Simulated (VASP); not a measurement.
Level of theory: r2SCAN meta-GGA, VASP's PBE PAW potentials (set 64) (plane waves; VASP 6.6.1).

A VASP calculation is set up with these files.

KPOINTS:
```
K-points
0
gamma
  10 10 6
0 0 0
```

### INCAR
```
SYSTEM = Y
PREC = Accurate
ENCUT = 480
EDIFF = 1E-7
NELM = 100
ALGO = Normal
LREAL = .FALSE.
LASPH = .TRUE.
ISMEAR = 1
SIGMA = 0.1
METAGGA = R2SCAN
LMIXTAU = .TRUE.
LMAXMIX = 4
LWAVE = .FALSE.
LCHARG = .FALSE.
ISIF = 2
```

**POSCAR**
```
Y
1
    1.8420953783    -3.1906030715    -0.0000000000
    1.8420953783     3.1906030715     0.0000000000
   -0.0000000000    -0.0000000000     5.6752464319
Y
2
Direct
  0.3401187507   0.6734527507   0.2500000000
  0.6666670000   0.3333330000   0.7500000000
```

POTCAR, in this order: Y_sv (PBE.64 set). Program: vasp_std.

**Question.** What does the run give for the energy per atom (σ→0), band gap (on the k-mesh)?

**Answer.** 
The energy per atom (σ→0) comes out as -20.272 eV/atom and the band gap (on the k-mesh) is none (metal, semimetal or under 0.01 eV).

### OSZICAR
```
...
DAV:  15    -0.405438561577E+02   -0.31074E-02   -0.18978E-03  7269   0.422E-01    0.595E-02
DAV:  16    -0.405442205002E+02   -0.36434E-03   -0.18582E-04  7059   0.162E-01    0.470E-02
DAV:  17    -0.405441637641E+02    0.56736E-04   -0.74840E-05  9164   0.645E-02    0.208E-02
DAV:  18    -0.405441470319E+02    0.16732E-04   -0.31322E-05  6492   0.466E-02    0.264E-02
DAV:  19    -0.405441600795E+02   -0.13048E-04   -0.13880E-05  6544   0.388E-02    0.133E-02
DAV:  20    -0.405441596355E+02    0.44403E-06   -0.28362E-06  7514   0.141E-02    0.823E-03
DAV:  21    -0.405441596368E+02   -0.12833E-08   -0.18862E-07  5661   0.398E-03
   1 F= -.40544160E+02 E0= -.40544688E+02  d E =0.158484E-02
```

The compound is Y in the hcp structure. This cell was strained or had an atom moved on purpose.
